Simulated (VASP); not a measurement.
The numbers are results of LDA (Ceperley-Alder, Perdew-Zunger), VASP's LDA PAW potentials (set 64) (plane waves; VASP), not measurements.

VASP ran on this input.

### KPOINTS
```
Automatic mesh
0
Gamma
10 10 6
0 0 0
```

### INCAR
```
ALGO = Normal
EDIFF = 1E-7
EDIFFG = -0.01
ENCUT = 520
IBRION = 2
ISIF = 4
ISMEAR = 1
LASPH = .TRUE.
LCHARG = .FALSE.
LMAXMIX = 4
LREAL = .FALSE.
LWAVE = .FALSE.
NELM = 100
NSW = 30
PREC = Accurate
SIGMA = 0.1
SYSTEM = Te
```

POSCAR:
```
Te
1
    2.1379827334    -3.7030944562     0.0000000000
    2.1379827334     3.7030944562     0.0000000000
    0.0000000000     0.0000000000     5.9372708214
Te
3
Direct
  1.0000000000   0.2872114121   0.6666670000
  0.7127885879   0.7127885879   0.0000000000
  0.2872114121   1.0000000000   0.3333330000
```

POTCAR, in this order: Te (LDA.64 set). Program: vasp_std.

Output

### OUTCAR
```
 ion  position               nearest neighbor table
   1  0.000  0.287  0.667-   2 2.91   3 2.91   2 3.31   2 3.31   3 3.31   3 3.31
   2  0.713  0.713  0.000-   3 2.91   1 2.91   1 3.31   3 3.31   3 3.31   1 3.31
   3  0.287  0.000  0.333-   2 2.91   1 2.91   2 3.31   2 3.31   1 3.31   1 3.31
  LATTYP: Found a hexagonal cell.
 ALAT       =     4.2759652384
 C/A-ratio  =     1.3885217700
 Subroutine PRICEL returns:
 Original cell was already a primitive cell.
 Subroutine GETGRP returns: Found  6 space group operations
The static configuration has the point symmetry C_2 .
 The point group associated with its full space group is D_3 .
The dynamic configuration has the point symmetry C_2 .
 Subroutine INISYM returns: Found  6 space group operations
 Subroutine IBZKPT returns following result:
 Found     72 irreducible k-points:

 Following reciprocal coordinates:
            Coordinates               Weight
  0.000000  0.000000  0.000000      1.000000
  0.100000 -0.000000  0.000000      6.000000
  0.200000 -0.000000  0.000000      6.000000
  0.300000 -0.000000  0.000000      6.000000
  0.400000 -0.000000  0.000000      6.000000
  0.500000 -0.000000  0.000000      3.000000
  0.100000  0.100000  0.000000      6.000000
  0.200000  0.100000  0.000000     12.000000
  0.300000  0.100000  0.000000     12.000000
  0.400000  0.100000  0.000000     12.000000
  0.200000  0.200000  0.000000      6.000000
  0.300000  0.200000  0.000000     12.000000
  0.400000  0.200000  0.000000      6.000000
  0.300000  0.300000  0.000000      6.000000
  0.000000  0.000000  0.166667      2.000000
  0.100000 -0.000000  0.166667      6.000000
 -0.000000  0.100000  0.166667      6.000000
  0.200000 -0.000000  0.166667      6.000000
 -0.000000  0.200000  0.166667      6.000000
  0.300000 -0.000000  0.166667      6.000000
 -0.000000  0.300000  0.166667      6.000000
  0.400000 -0.000000  0.166667      6.000000
 -0.000000  0.400000  0.166667      6.000000
  0.500000 -0.000000  0.166667      6.000000
  0.100000  0.100000  0.166667     12.000000
  0.200000  0.100000  0.166667     12.000000
 -0.100000  0.300000  0.166667     12.000000
  0.300000  0.100000  0.166667     12.000000
 -0.100000  0.400000  0.166667     12.000000
  0.400000  0.100000  0.166667     12.000000
 -0.100000  0.500000  0.166667     12.000000
  0.200000  0.200000  0.166667     12.000000
  0.300000  0.200000  0.166667     12.000000
 -0.200000  0.500000  0.166667     12.000000
  0.400000  0.200000  0.166667     12.000000
  0.300000  0.300000  0.166667     12.000000
  0.000000  0.000000  0.333333      2.000000
  0.100000 -0.000000  0.333333      6.000000
 -0.000000  0.100000  0.333333      6.000000
  0.200000 -0.000000  0.333333      6.000000
   k-points           NKPTS =     72   k-points in BZ     NKDIM =     72   number of bands    NBANDS=     13
   number of dos      NEDOS =    301   number of ions     NIONS =      3
   total plane-waves  NPLWV =  49152
   dimension x,y,z NGX =    32 NGY =   32 NGZ =   48
   dimension x,y,z NGXF=    64 NGYF=   64 NGZF=   96
   ions per type =               3
   PREC   = accura    normal or accurate (medium, high low for compatibility)
   ISTART =      0    job   : 0-new  1-cont  2-samecut
   ICHARG =      2    charge: 1-file 2-atom 10-const
   ISPIN  =      1    spin polarized calculation?
   LNONCOLLINEAR =      F non collinear calculations
   LSORBIT =      F    spin-orbit coupling
   INIWAV =      1    electr: 0-lowe 1-rand  2-diag
   ENCUT  =  520.0 eV  38.22 Ry    6.18 a.u.   7.95  7.95 11.04*2*pi/ulx,y,z
   NELM   =    100;   NELMIN=  2; NELMDL= -5     # of ELM steps
   EDIFF  = 0.1E-06   stopping-criterion for ELM
...
```

### OSZICAR
```
       N       E                     dE             d eps       ncg     rms          rms(c)
DAV:   1     0.786707166226E+02    0.78671E+02   -0.66605E+03  1872   0.112E+03
DAV:   2    -0.573551394558E+01   -0.84406E+02   -0.81248E+02  2516   0.158E+02
DAV:   3    -0.113406086285E+02   -0.56051E+01   -0.55527E+01  2365   0.468E+01
DAV:   4    -0.114439225509E+02   -0.10331E+00   -0.10322E+00  2196   0.757E+00
DAV:   5    -0.114459693141E+02   -0.20468E-02   -0.20467E-02  2302   0.107E+00    0.135E+01
DAV:   6    -0.114219883457E+02    0.23981E-01   -0.13744E-02  2032   0.771E-01    0.838E+00
DAV:   7    -0.114127623145E+02    0.92260E-02   -0.27059E-02  1962   0.104E+00    0.279E-01
DAV:   8    -0.114122970378E+02    0.46528E-03   -0.43195E-03  1902   0.433E-01    0.136E-01
DAV:   9    -0.114123092516E+02   -0.12214E-04   -0.13387E-04  2382   0.898E-02    0.753E-02
DAV:  10    -0.114123055442E+02    0.37073E-05   -0.91450E-06  2244   0.213E-02    0.864E-03
DAV:  11    -0.114123048970E+02    0.64724E-06   -0.21175E-06  2032   0.948E-03    0.287E-03
DAV:  12    -0.114123047969E+02    0.10011E-06   -0.23538E-07  1385   0.328E-03    0.135E-03
DAV:  13    -0.114123046099E+02    0.18696E-06   -0.30236E-08  1016   0.128E-03    0.276E-04
DAV:  14    -0.114123045732E+02    0.36709E-07   -0.37425E-09   976   0.532E-04
   1 F= -.11412305E+02 E0= -.11412355E+02  d E =-.114123E+02
```

OUTCAR:
```
------------------------ aborting loop because EDIFF is reached ----------------------------------------
  FORCE on cell =-STRESS in cart. coord.  units (eV):
  Direction    XX          YY          ZZ          XY          YZ          ZX
  --------------------------------------------------------------------------------------
  Total       -0.0080542     -0.0080542     -0.0363584      0.0000000      0.0000000      0.0000000
  in kB       -0.1372615     -0.1372615     -0.6196264      0.0000000      0.0000000      0.0000000
  external PRESSURE =      -0.2980498 kB  Pullay stress =       0.0000000 kB
  volume of cell :       94.01
      direct lattice vectors                 reciprocal lattice vectors
     2.137982733 -3.703094456  0.000000000     0.233865312 -0.135022211  0.000000000
     2.137982733  3.703094456  0.000000000     0.233865312  0.135022211  0.000000000
     0.000000000  0.000000000  5.937270821     0.000000000  0.000000000  0.168427554
 POSITION                                       TOTAL-FORCE (eV/Angst)
 -----------------------------------------------------------------------------------
      0.61405      1.06357      3.95818         0.000499      0.000865      0.000000
      3.04786      0.00000      0.00000        -0.000999     -0.000000      0.000000
      0.61405     -1.06357      1.97909         0.000499     -0.000865     -0.000000
 -----------------------------------------------------------------------------------
    total drift:                               -0.000200     -0.000409      0.000016
  FREE ENERGIE OF THE ION-ELECTRON SYSTEM (eV)
  ---------------------------------------------------
  free  energy   TOTEN  =       -11.4123045732 eV

  energy  without entropy=      -11.4124546565  energy(sigma->0) =      -11.41235460

 reached required accuracy - stopping structural energy minimisation
```
(Selected blocks of OUTCAR.)

The compound is Te in the trig structure. It was relaxed first, which changed the volume by -8 %.
